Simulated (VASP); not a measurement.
Output of a VASP run:

**OSZICAR**
```
...
DAV:  68    -0.657321703202E+02    0.20615E-02   -0.10272E-04   712   0.991E-02    0.907E-02
DAV:  69    -0.657292449141E+02    0.29254E-02   -0.92028E-04   672   0.280E-01    0.971E-02
DAV:  70    -0.657278621420E+02    0.13828E-02   -0.12151E-03   697   0.321E-01    0.102E-01
DAV:  71    -0.657247841815E+02    0.30780E-02   -0.95859E-03   672   0.608E-01    0.123E-01
DAV:  72    -0.657246944341E+02    0.89747E-04   -0.21222E-04   892   0.986E-02    0.125E-01
DAV:  73    -0.657247032704E+02   -0.88363E-05   -0.77414E-06   655   0.179E-02
   1 F= -.65724703E+02 E0= -.65724851E+02  d E =-.657247E+02
       N       E                     dE             d eps       ncg     rms          rms(c)
DAV:   1    -0.657265278608E+02   -0.18334E-02   -0.49223E-02   745   0.117E+00    0.175E-01
DAV:   2    -0.657266994939E+02   -0.17163E-03   -0.37353E-03   929   0.360E-01    0.108E-01
DAV:   3    -0.657268261875E+02   -0.12669E-03   -0.81294E-04   728   0.233E-01    0.234E-02
DAV:   4    -0.657266735602E+02    0.15263E-03   -0.29860E-04   707   0.159E-01    0.117E-02
DAV:   5    -0.657268088812E+02   -0.13532E-03   -0.28448E-04   672   0.160E-01    0.711E-03
DAV:   6    -0.657265628521E+02    0.24603E-03   -0.14599E-04   672   0.114E-01    0.135E-03
DAV:   7    -0.657266732527E+02   -0.11040E-03   -0.20647E-04   672   0.134E-01    0.134E-03
DAV:   8    -0.657266299316E+02    0.43321E-04   -0.10470E-05   639   0.298E-02    0.106E-03
DAV:   9    -0.657266320738E+02   -0.21423E-05   -0.14268E-05   554   0.357E-02
   2 F= -.65726632E+02 E0= -.65726550E+02  d E =-.192880E-02
       N       E                     dE             d eps       ncg     rms          rms(c)
DAV:   1    -0.657266293205E+02    0.61110E-06   -0.54657E-04   707   0.135E-01    0.895E-03
DAV:   2    -0.657265918246E+02    0.37496E-04   -0.51290E-05   797   0.503E-02    0.443E-03
DAV:   3    -0.657265994118E+02   -0.75872E-05   -0.53548E-06   422   0.206E-02    0.271E-03
DAV:   4    -0.657265853019E+02    0.14110E-04   -0.11781E-05   536   0.338E-02    0.892E-04
DAV:   5    -0.657266428878E+02   -0.57586E-04   -0.14040E-05   539   0.347E-02    0.560E-04
DAV:   6    -0.657266465647E+02   -0.36769E-05   -0.14398E-05   544   0.389E-02
   3 F= -.65726647E+02 E0= -.65726549E+02  d E =-.194329E-02
       N       E                     dE             d eps       ncg     rms          rms(c)
DAV:   1    -0.657266587464E+02   -0.15859E-04   -0.47258E-05   612   0.433E-02    0.204E-03
DAV:   2    -0.657266523006E+02    0.64458E-05   -0.64282E-06   417   0.218E-02    0.114E-03
DAV:   3    -0.657266764794E+02   -0.24179E-04   -0.63397E-06   483   0.221E-02    0.680E-04
DAV:   4    -0.657266869573E+02   -0.10478E-04   -0.77548E-06   507   0.260E-02    0.429E-04
DAV:   5    -0.657266951208E+02   -0.81635E-05   -0.25289E-06   371   0.135E-02
   4 F= -.65726695E+02 E0= -.65726601E+02  d E =-.199185E-02
       N       E                     dE             d eps       ncg     rms          rms(c)
DAV:   1    -0.657269776303E+02   -0.29067E-03   -0.46306E-03   672   0.331E-01    0.271E-02
DAV:   2    -0.657269669711E+02    0.10659E-04   -0.32466E-04   962   0.968E-02    0.121E-02
DAV:   3    -0.657269969297E+02   -0.29959E-04   -0.21303E-05   609   0.325E-02    0.828E-03
DAV:   4    -0.657270188769E+02   -0.21947E-04   -0.38133E-05   586   0.428E-02    0.310E-03
DAV:   5    -0.657270124761E+02    0.64008E-05   -0.51729E-06   490   0.203E-02
   5 F= -.65727012E+02 E0= -.65726934E+02  d E =-.317355E-03
```

File OUTCAR:
```
------------------------ aborting loop because EDIFF is reached ----------------------------------------
  FORCE on cell =-STRESS in cart. coord.  units (eV):
  Direction    XX          YY          ZZ          XY          YZ          ZX
  --------------------------------------------------------------------------------------
  Total       -3.9723961     -0.4865339     -0.4945390      0.0000000      0.0000000     -0.0000000
  in kB      -16.6060500     -2.0338874     -2.0673515      0.0000000      0.0000000     -0.0000000
  external PRESSURE =      -6.9024296 kB  Pullay stress =       0.0000000 kB
  volume of cell :      383.26
      direct lattice vectors                 reciprocal lattice vectors
     3.846506735  0.000000000  0.000000000     0.259976147  0.000000000  0.000000000
     0.000000000  3.846506735  0.000000000     0.000000000  0.259976147  0.000000000
     0.000000000  0.000000000 25.903818682     0.000000000  0.000000000  0.038604347
 POSITION                                       TOTAL-FORCE (eV/Angst)
 -----------------------------------------------------------------------------------
      0.96163      1.92325      8.20160         0.000000      0.000000      0.029607
      0.96163      3.84651      9.54748        -0.000000      0.000000      0.028565
      2.88488      3.84651     10.91481        -0.000000      0.000000     -0.002712
      2.88488      1.92325     12.26749        -0.000000      0.000000      0.005849
      0.96163      1.92325     13.63633        -0.000000      0.000000     -0.005849
      0.96163      3.84651     14.98901        -0.000000      0.000000      0.002712
      2.88488      3.84651     16.35633         0.000000     -0.000000     -0.028565
      2.88488      1.92325     17.70222        -0.000000      0.000000     -0.029607
 -----------------------------------------------------------------------------------
    total drift:                               -0.000000      0.000000      0.000000
  FREE ENERGIE OF THE ION-ELECTRON SYSTEM (eV)
  ---------------------------------------------------
  free  energy   TOTEN  =       -65.7270124761 eV

  energy  without entropy=      -65.7267765510  energy(sigma->0) =      -65.72693383

 reached required accuracy - stopping structural energy minimisation
```
(Selected blocks of OUTCAR.)

### POSCAR
```
Si(100) slab
1
    3.8465067347     0.0000000000     0.0000000000
    0.0000000000     3.8465067347     0.0000000000
   -0.0000000000    -0.0000000000    25.9038186822
Si
8
Direct
  0.2500000000   0.5000000000   0.3162510000
  0.2500000000   0.0000000000   0.3687500000
  0.7500000000   0.0000000000   0.4212500000
  0.7500000000   0.5000000000   0.4737500000
  0.2500000000   0.5000000000   0.5262500000
  0.2500000000   0.0000000000   0.5787500000
  0.7500000000   0.0000000000   0.6312500000
  0.7500000000   0.5000000000   0.6837490000
```

Write an INCAR and KPOINTS that could have produced this output.

Several could match; the one computed here: the input of the run itself, r2SCAN meta-GGA, plane waves, VASP's PBE PAW potentials (set 64).

INCAR:
```
ALGO = Normal
DIPOL = 0.5 0.5 0.5
EDIFF = 1E-5
EDIFFG = -0.03
ENCUT = 400
IBRION = 2
IDIPOL = 3
ISIF = 2
ISMEAR = 1
LASPH = .TRUE.
LCHARG = .FALSE.
LDIPOL = .TRUE.
LMIXTAU = .TRUE.
LREAL = .FALSE.
LWAVE = .TRUE.
METAGGA = R2SCAN
NELM = 100
NELMIN = 4
NSW = 50
PREC = Normal
SIGMA = 0.1
SYSTEM = Si(100) slab
```

**KPOINTS**
```
Automatic mesh
0
Gamma
7 7 1
0 0 0
```

POTCAR, in this order: Si (PBE.64 set). Program: vasp_std.

The cell is a thin slab with vacuum, built from Si (diamond): (100) face.
